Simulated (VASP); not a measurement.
# Hf3SnS4 (P3m1) in VASP: notebook

The runs below take Hf3SnS4 through relaxation of cell and atoms, with PBE.

All numbers are computed with VASP 6.6.1; they aren't measurements. Logs are shortened: lines on timing, memory, paths and dates and some standing lists are left out, and cuts for length are marked.

## Step 1: The structure

It takes space group P3m1 (No. 156, trigonal). The conventional cell has a = 3.566 Å, b = 3.566 Å, c = 17.167 Å, α = 90.00°, β = 90.00°, γ = 120.00°. Hf (site symmetry 3m) is surrounded by 6 S at 2.54 Å. Hf (site symmetry 3m) is surrounded by 3 S at 2.50 Å. Hf (site symmetry 3m) has 3 S at 2.50 Å as nearest neighbours. Around Sn (site symmetry 3m) lie 6 Hf at 3.07 Å. Around S (site symmetry 3m) lie 3 Hf at 2.54 Å. S (site symmetry 3m) has 3 Hf at 2.54 Å as nearest neighbours. Around S (site symmetry 3m) lie 3 Hf at 2.50 Å. Around S (site symmetry 3m) lie 3 Hf at 2.50 Å.

The cell was built by a generator and needn't be a form met in nature.

## Step 2: Relaxation of cell and atoms, PBE

Contents of INCAR:

```
PREC = Accurate ; ENCUT = 520
EDIFF = 1E-6 ; ISMEAR = 0
SIGMA = 0.1 ; LREAL = F
LASPH = T ; NELM = 120
ALGO = Normal ; ISIF = 3
LWAVE = F ; LCHARG = F
GGA = PE ; IBRION = 2
NSW = 90 ; EDIFFG = -0.01
KPAR = 4
```

Contents of KPOINTS:

```
regular mesh
0
Gamma
  10 10 2
```

Contents of POSCAR:

```
Hf3SnS4
1.0
    3.5658932200      0.0000000000      0.0000000000
   -1.7829466100      3.0881541200      0.0000000000
    0.0000000000      0.0000000000     17.1670000000
Hf Sn S
3 1 4
Direct
    0.6666666700      0.3333333300      0.0004077600
    0.3333333300      0.6666666700      0.3673326700
    0.3333333300      0.6666666700      0.6321430700
    0.0000000000      0.0000000000      0.4997378700
    0.0000000000      0.0000000000      0.9141958400
    0.3333333300      0.6666666700      0.0866196800
    0.6666666700      0.3333333300      0.2850818400
    0.6666666700      0.3333333300      0.7145104000
```

Potentials or basis: VASP PAW PBE potentials, release 64 (Hf_pv, Sn_d, S).

The run is started by

```console
> cat potpaw_PBE.64/Hf_pv/POTCAR potpaw_PBE.64/Sn_d/POTCAR potpaw_PBE.64/S/POTCAR > POTCAR
> mpirun -np 4 vasp_std > vasp.out
```

OUTCAR:

```text
PREC = Accurate
   ENCUT = 520
   EDIFF = 1E-6
   ISMEAR = 0
   LREAL = F
   LASPH = T
   NELM = 120
   ISIF = 3
   GGA = PE
   IBRION = 2
   NSW = 90
   EDIFFG = -0.01

 ion  position               nearest neighbor table
   1  0.667  0.333  0.000-   6 2.54   5 2.54   6 2.54   5 2.54   5 2.54   6 2.54
   2  0.333  0.667  0.367-   7 2.50   7 2.50   7 2.50   4 3.07   4 3.07   4 3.07
   3  0.333  0.667  0.632-   8 2.50   8 2.50   8 2.50   4 3.07   4 3.07   4 3.07
   4  0.000  0.000  0.500-   2 3.07   3 3.07   2 3.07   3 3.07   2 3.07   3 3.07
   5  0.000  0.000  0.914-   1 2.54   1 2.54   1 2.54
   6  0.333  0.667  0.087-   1 2.54   1 2.54   1 2.54
   7  0.667  0.333  0.285-   2 2.50   2 2.50   2 2.50
   8  0.667  0.333  0.715-   3 2.50   3 2.50   3 2.50

  LATTYP: Found a hexagonal cell.
 ALAT       =     3.5658932200
 C/A-ratio  =     4.8142215543

  Lattice vectors:

 A1 = (   3.5658932200,   0.0000000000,   0.0000000000)
 A2 = (  -1.7829466100,   3.0881541200,   0.0000000000)
 A3 = (   0.0000000000,   0.0000000000,  17.1670000000)

Analysis of symmetry for initial positions (statically):
=====================================================================
 Subroutine PRICEL returns:
 Original cell was already a primitive cell.

 Routine SETGRP: Setting up the symmetry group for a
 hexagonal supercell.

 Subroutine GETGRP returns: Found  6 space group operations
 (whereof  6 operations were pure point group operations)
 out of a pool of 24 trial point group operations.

The static configuration has the point symmetry C_3v.

Analysis of symmetry for dynamics (positions and initial velocities):
=====================================================================
 Subroutine PRICEL returns:
 Original cell was already a primitive cell.

 Routine SETGRP: Setting up the symmetry group for a
 hexagonal supercell.

 Subroutine GETGRP returns: Found  6 space group operations
 (whereof  6 operations were pure point group operations)
 out of a pool of 24 trial point group operations.

The dynamic configuration has the point symmetry C_3v.

 Subroutine INISYM returns: Found  6 space group operations
 (whereof  6 operations are pure point group operations),
 and found     1 'primitive' translations

----------------------------------------------------------------------------------------

                                     Primitive cell

  volume of cell :     189.0435

  direct lattice vectors                    reciprocal lattice vectors
     3.565893220  0.000000000  0.000000000     0.280434645  0.161909018  0.000000000
    -1.782946610  3.088154120  0.000000000     0.000000000  0.323818035  0.000000000
     0.000000000  0.000000000 17.167000000     0.000000000  0.000000000  0.058251296

  length of vectors
     3.565893220  3.565893224 17.167000000     0.323818036  0.323818035  0.058251296

  position of ions in fractional coordinates (direct lattice)
     0.666666670  0.333333330  0.000407760
     0.333333330  0.666666670  0.367332670
     0.333333330  0.666666670  0.632143070
     0.000000000  0.000000000  0.499737870
     0.000000000  0.000000000  0.914195840
     0.333333330  0.666666670  0.086619680
     0.666666670  0.333333330  0.285081840
     0.666666670  0.333333330  0.714510400

  ion indices of the primitive-cell ions
   primitive index   ion index
                 1           1
                 2           2
                 3           3
                 4           4
                 5           5
                 6           6
                 7           7
                 8           8

----------------------------------------------------------------------------------------

 KPOINTS: regular mesh

Automatic generation of k-mesh.
 Grid dimensions read from file:
 generate k-points for:   10   10    2

 Generating k-lattice:

  Cartesian coordinates                     Fractional coordinates (reciprocal lattice)
     0.028043465  0.016190902  0.000000000     0.100000000  0.000000000  0.000000000
     0.000000000  0.032381804  0.000000000     0.000000000  0.100000000  0.000000000
     0.000000000  0.000000000  0.029125648     0.000000000  0.000000000  0.500000000

  Length of vectors
     0.032381804  0.032381804  0.029125648

  Shift w.r.t. Gamma in fractional coordinates (k-lattice)
     0.000000000  0.000000000  0.000000000

 Subroutine IBZKPT returns following result:
 ===========================================

 Found     28 irreducible k-points:

 Following reciprocal coordinates:
            Coordinates               Weight
  0.000000  0.000000  0.000000      1.000000
  0.100000 -0.000000  0.000000      6.000000
  0.200000 -0.000000  0.000000      6.000000
  0.300000 -0.000000  0.000000      6.000000
  0.400000 -0.000000  0.000000      6.000000
  0.500000 -0.000000  0.000000      3.000000
[... 16 lines left out ...]
  0.300000  0.100000  0.500000     12.000000
  0.400000  0.100000  0.500000     12.000000
 [... further k-points ...]
   k-points           NKPTS =     28   k-points in BZ     NKDIM =     28   number of bands    NBANDS=     40
   number of dos      NEDOS =    301   number of ions     NIONS =      8
   total plane-waves  NPLWV = 100352
   dimension x,y,z NGX =    28 NGY =   28 NGZ =  128
   dimension x,y,z NGXF=    56 NGYF=   56 NGZF=  256
   ions per type =               3   1   4
   NGX,Y,Z   is equivalent  to a cutoff of  13.05, 13.05, 12.40 a.u.
   NGXF,Y,Z  is equivalent  to a cutoff of  26.11, 26.11, 24.79 a.u.
 SYSTEM =  unknown system
   PREC   = accura    normal or accurate (medium, high low for compatibility)
   ISTART =      0    job   : 0-new  1-cont  2-samecut
   ICHARG =      2    charge: 1-file 2-atom 10-const
   ISPIN  =      1    spin polarized calculation?
   LNONCOLLINEAR =      F non collinear calculations
   LSORBIT =      F    spin-orbit coupling
   LASPH  =      T    aspherical Exc in radial PAW
   ENCUT  =  520.0 eV  38.22 Ry    6.18 a.u.   6.63  6.63 31.92*2*pi/ulx,y,z
   NELM   =    120;   NELMIN=  2; NELMDL= -5     # of ELM steps
   EDIFF  = 0.1E-05   stopping-criterion for ELM
   LREAL  =      F    real-space projection
   EDIFFG = -.1E-01   stopping-criterion for IOM
   NSW    =     90    number of steps for IOM
   IBRION =      2    ionic relax: 0-MD 1-quasi-New 2-CG
   NFREE  =      1    steps in history (QN), initial steepest desc. (CG)
   ISIF   =      3    stress and relaxation
   ISYM   =      2    0-nonsym 1-usesym 2-fastsym
   POTIM  = 0.5000    time-step for ionic-motion
   TEBEG  =    0.0;   TEEND  =   0.0 temperature during run
   PSTRESS=    0.0 pullay stress
   NELECT =      68.0000    total number of electrons
   NUPDOWN=      -1.0000    fix difference up-down
   EMIN   =  10.00;   EMAX   =-10.00  energy-range for DOS
   EFERMI =   0.00;   METHOD = LEGACY
   ISMEAR =     0;   SIGMA  =   0.10  broadening in eV -4-tet -1-fermi 0-gaus
   EFERMI_NEDOS =   21; number of points for ismear=-14 and -15
   IALGO  =     38    algorithm
   IMIX   =      4    mixing-type and parameters
     AMIX     =   0.40;   BMIX     =  1.00
     AMIX_MAG =   1.60;   BMIX_MAG =  1.00
  volume/ion in A,a.u.               =      23.63       159.47
  Fermi-wavevector in a.u.,A,eV,Ry     =   1.164279  2.200169 18.443332  1.355547
  Thomas-Fermi vector in A             =   2.300819
   LORBIT       =      0    0 simple, 1 ext, 2 COOP (PROOUT), +10 PAW based schemes
   GGA     = PE    functional components
   LHFCALC =     F    Hartree Fock is set to
   AEXX    =    0.0000 exact exchange contribution
   IVDW    =     0    specifies the selected vdW correction
   LEPSILON=     F    determine dielectric tensor
   LRPA    =     F    only Hartree local field effects (RPA)
 conjugate gradient relaxation of ions
 non-spin polarized calculation
 Gauss-broadening in eV      SIGMA  =   0.10
  energy-cutoff  :      520.00
  volume of cell :      189.04
 maximum number of plane-waves:      5149
 NGX is ok and might be reduce to    28
   NGX = 13   NGY = 13   NGZ = 63

--------------------------------------- Ionic step        1  -------------------------------------------

 number of electron      67.9999995 magnetization

 Free energy of the ion-electron system (eV)
  ---------------------------------------------------
  ext. energy  EPLUGINS =         0.00000000
  ---------------------------------------------------
  free energy    TOTEN  =       -59.86663942 eV

  energy without entropy =      -59.82542290  energy(sigma->0) =      -59.84603116

------------------------ aborting loop because EDIFF is reached ----------------------------------------

  FORCE on cell =-STRESS in cart. coord.  units (eV):
  Direction    XX          YY          ZZ          XY          YZ          ZX
  --------------------------------------------------------------------------------------
  -------------------------------------------------------------------------------------
  Total        1.2731531      1.2731531     -0.9253756      0.0000000      0.0000000     -0.0000000
  in kB       10.7902007     10.7902007     -7.8427237      0.0000000      0.0000000     -0.0000000
  external PRESSURE =       4.5792259 kB  Pullay stress =       0.0000000 kB
[... 107 lines left out ...]
  FREE ENERGIE OF THE ION-ELECTRON SYSTEM (eV)
  ---------------------------------------------------
  free  energy   TOTEN  =       -59.8865486031 eV

  energy  without entropy=      -59.8491592374  energy(sigma->0) =      -59.86785392

 E-fermi :   4.3101     XC(G=0):  -9.3898

 val. band max:        4.2820970538   @ k =   0.5000  -0.0000   0.0000
 cond. band min:       4.3107281010   @ k =   0.5000  -0.0000   0.5000
 fundamental gap:      0.0286310472
 Fermi energy:         4.3100750166

 k-point     1 :       0.0000    0.0000    0.0000
  band No.  band energies     occupation
      1     -27.5070      2.00000
      2     -27.4018      2.00000
      3     -27.4018      2.00000
      4     -27.2472      2.00000
      5     -27.2370      2.00000
      6     -27.1644      2.00000
[... 1021 lines left out ...]
     39       7.0308      0.00000
     40       7.0888      0.00000

 [... further k-points ...]

[... ionic steps 4 to 29 ...]

--------------------------------------- Ionic step       30  -------------------------------------------

 number of electron      68.0000005 magnetization

------------------------ aborting loop because EDIFF is reached ----------------------------------------

  FORCE on cell =-STRESS in cart. coord.  units (eV):
  Direction    XX          YY          ZZ          XY          YZ          ZX
  --------------------------------------------------------------------------------------
  -------------------------------------------------------------------------------------
  Total        0.0129564      0.0129564      0.0178767      0.0000000      0.0000000     -0.0000000
  in kB        0.1051451      0.1051451      0.1450752      0.0000000      0.0000000     -0.0000000
  external PRESSURE =       0.1184551 kB  Pullay stress =       0.0000000 kB
[... 69 lines left out ...]
  energy  without entropy=      -59.8702363805  energy(sigma->0) =      -59.88945173

--------------------------------------- Ionic step       32  -------------------------------------------

 number of electron      68.0000005 magnetization

 Free energy of the ion-electron system (eV)
  ---------------------------------------------------
  ext. energy  EPLUGINS =         0.00000000
  ---------------------------------------------------
  free energy    TOTEN  =       -59.90868599 eV

  energy without entropy =      -59.87024146  energy(sigma->0) =      -59.88946373

 E-fermi :   4.3412     XC(G=0):  -9.4279

 val. band max:        4.3359326821   @ k =   0.4000   0.1000   0.0000
 cond. band min:       4.3430270014   @ k =   0.4000   0.1000   0.5000
 fundamental gap:      0.0070943193
 Fermi energy:         4.3412041068

 k-point     1 :       0.0000    0.0000    0.0000
  band No.  band energies     occupation
      1     -27.4105      2.00000
      2     -27.3028      2.00000
      3     -27.3028      2.00000
      4     -27.1637      2.00000
      5     -27.1546      2.00000
      6     -27.0744      2.00000
[... 1058 lines left out ...]
  FREE ENERGIE OF THE ION-ELECTRON SYSTEM (eV)
  ---------------------------------------------------
  free  energy   TOTEN  =       -59.9086859923 eV

  energy  without entropy=      -59.8702414608  energy(sigma->0) =      -59.88946373

 reached required accuracy - stopping structural energy minimisation
```

It took 33 min on 4 MPI ranks of Intel Xeon Platinum 8488C (Sapphire Rapids), shared host; peak memory 0.47 GiB.

Results:

- Free energy: -59.9087 eV
- Relaxed volume: 24.69 Å³/atom
- Relaxed cell: a = 3.610 Å, b = 3.610 Å, c = 17.493 Å, α = 90.00°, β = 90.00°, γ = 120.00°
- Space group after relaxing (to 0.05 Å): P3m1 (No. 156)
- Energy gained by relaxing: 5.3 meV/atom
- Ionic steps: 32
- Pressure after relaxing: 0.0 GPa
- Largest force after relaxing: 0.007 eV/Å
- Band gap on the k mesh: none (metal or under the smearing width)

Forces in eV/Å, atoms in the order of the input:
```
Hf   0.000  0.000  0.001
Hf   0.000  0.000 -0.005
Hf   0.000  0.000  0.003
Sn   0.000  0.000  0.000
S    0.000  0.000  0.007
S    0.000  0.000 -0.007
S    0.000  0.000  0.007
S    0.000  0.000 -0.007
```

Step by step:
```csv
step,energy change (eV),largest force (eV/Å),pressure (GPa),volume (Å³)
1,0.0000,0.1773,0.46,189.04
2,-0.0183,0.2128,-0.44,190.89
3,-0.0199,0.2588,-0.78,191.59
4,-0.0292,0.1251,-0.14,190.64
5,-0.0294,0.1117,-0.03,190.48
6,-0.0306,0.0697,0.03,190.38
7,-0.0311,0.1252,0.17,190.11
8,-0.0314,0.0898,0.11,190.21
9,-0.0320,0.0526,-0.06,190.52
10,-0.0321,0.0646,-0.13,190.64
11,-0.0326,0.0663,-0.06,190.58
12,-0.0331,0.0689,0.04,190.48
13,-0.0327,0.0802,0.26,190.28
14,-0.0331,0.0699,0.10,190.42
15,-0.0338,0.0514,0.11,190.65
16,-0.0353,0.0673,0.12,191.33
17,-0.0359,0.2356,0.15,192.70
18,-0.0362,0.2320,0.15,192.83
19,-0.0368,0.2207,0.10,193.25
20,-0.0378,0.1983,0.01,194.08
21,-0.0390,0.1539,-0.16,195.74
22,-0.0384,0.0697,-0.46,199.08
23,-0.0393,0.1214,-0.27,196.96
24,-0.0405,0.0521,-0.11,196.98
25,-0.0410,0.0493,0.03,196.99
26,-0.0410,0.0542,0.08,197.00
27,-0.0415,0.0387,0.04,197.18
28,-0.0418,0.0675,-0.09,197.62
29,-0.0419,0.0600,-0.07,197.51
30,-0.0420,0.0182,0.01,197.43
31,-0.0420,0.0126,0.03,197.41
32,-0.0420,0.0073,0.01,197.48
```

Final structure:
```
Hf Sn S
1.0
     3.61050    0.00000    0.00000
    -1.80525    3.12678    0.00000
     0.00000    0.00000   17.49286
Hf Sn S
3 1 4
Direct
  0.66667 0.33333 0.00071
  0.33333 0.66667 0.37356
  0.33333 0.66667 0.62562
  0.00000 0.00000 0.49960
  0.00000 0.00000 0.91710
  0.33333 0.66667 0.08424
  0.66667 0.33333 0.29457
  0.66667 0.33333 0.70463
```

Caveat: this functional lacks dispersion, which binds the layers, so the pressure and a relaxed spacing across them are unreliable.

## Step 3: Relaxation of cell and atoms, PBE

This run uses another cell than the first one, of 24.69 Å³/atom, 1.045 times its volume.

Contents of INCAR:

```
PREC = Accurate ; ENCUT = 520
EDIFF = 1E-7 ; ISMEAR = 0
SIGMA = 0.1 ; LREAL = F
LASPH = T ; NELM = 120
ALGO = Normal ; ISIF = 3
LWAVE = F ; LCHARG = F
GGA = PE ; IBRION = 2
NSW = 60 ; EDIFFG = -0.005
POTIM = 0.3 ; KPAR = 4
```

KPOINTS is that of step 2.

Contents of POSCAR:

```
Hf3SnS4                                 
1.0
    3.6104984350     -0.0000000000     -0.0000000000
   -1.8052492175      3.1267833695      0.0000000000
   -0.0000000000      0.0000000000     17.4928624609
  Hf              Sn              S             
     3     1     4
Direct
     0.6666666699999979    0.3333333300000021    0.0007109698311315
     0.3333333300000021    0.6666666699999979    0.3735620835905188
     0.3333333300000021    0.6666666699999979    0.6256234825303724
     0.0000000000000000    0.0000000000000000    0.4995975369573026
     1.0000000000000000    1.0000000000000000    0.9171015053224829
     0.3333333300000021    0.6666666699999979    0.0842388481828041
     0.6666666699999979    0.3333333300000021    0.2945696262597280
     0.6666666699999979    0.3333333300000021    0.7046250773256549
```

Potentials or basis: VASP PAW PBE potentials, release 64 (Hf_pv, Sn_d, S).

The run is started by

```console
> cat potpaw_PBE.64/Hf_pv/POTCAR potpaw_PBE.64/Sn_d/POTCAR potpaw_PBE.64/S/POTCAR > POTCAR
> mpirun -np 4 vasp_std > vasp.out
```

Run time: 4.9 min. Hardware: 4 MPI ranks of Intel Xeon Platinum 8488C (Sapphire Rapids), shared host; peak memory 0.47 GiB.

It converged, with:

```yaml
Free_energy: -59.9111 eV
Relaxed_volume: 24.70 Å³/atom
Relaxed_cell: a = 3.611 Å, b = 3.611 Å, c = 17.495 Å, α = 90.00°, β = 90.00°, γ = 120.00°
Space_group_after_relaxing_to_0.05_Å: P3m1 (No. 156)
Energy_gained_by_relaxing: 0.0 meV/atom
Ionic_steps: 4
Pressure_after_relaxing: 0.0 GPa
Largest_force_after_relaxing: 0.004 eV/Å
Band_gap_on_the_k_mesh: none (metal or under the smearing width)
```

Forces on the atoms (eV/Å):
```
Hf   0.000  0.000  0.000
Hf   0.000  0.000  0.004
Hf   0.000  0.000 -0.004
Sn   0.000  0.000 -0.001
S    0.000  0.000  0.003
S    0.000  0.000 -0.001
S    0.000  0.000  0.003
S    0.000  0.000 -0.004
```

Final structure:
```
Hf Sn S
1.0
     3.61127    0.00000    0.00000
    -1.80564    3.12745    0.00000
     0.00000    0.00000   17.49543
Hf Sn S
3 1 4
Direct
  0.66667 0.33333 0.00072
  0.33333 0.66667 0.37354
  0.33333 0.66667 0.62563
  0.00000 0.00000 0.49960
  0.00000 0.00000 0.91716
  0.33333 0.66667 0.08419
  0.66667 0.33333 0.29462
  0.66667 0.33333 0.70457
```

Levels at points of the mesh, in eV from the Fermi level:
| k point | band 30 | band 31 | band 32 | band 33 | band 34 | band 35 | band 36 | band 37 | band 38 | band 39 |
| --- | --- | --- | --- | --- | --- | --- | --- | --- | --- | --- |
| (0.00, 0.00, 0.00) | -1.81 | -1.13 | -1.13 | 0.96 | 0.96 | 1.03 | 1.11 | 1.11 | 1.20 | 1.20 |
| (0.50, 0.00, 0.00) | -3.27 | -2.49 | -2.36 | -2.17 | -0.23 | -0.04 | 0.11 | 0.62 | 1.85 | 3.02 |
| (0.00, 0.00, 0.50) | -2.08 | -1.13 | -1.13 | 0.96 | 0.96 | 1.11 | 1.11 | 1.16 | 1.20 | 1.20 |
| (0.50, 0.00, 0.50) | -3.31 | -2.50 | -2.35 | -2.17 | -0.24 | -0.01 | 0.09 | 0.62 | 1.85 | 3.02 |

Caveat: this functional lacks dispersion, which binds the layers, so the pressure and a relaxed spacing across them are unreliable. Spin-orbit coupling is left out, which matters for the levels of Hf.
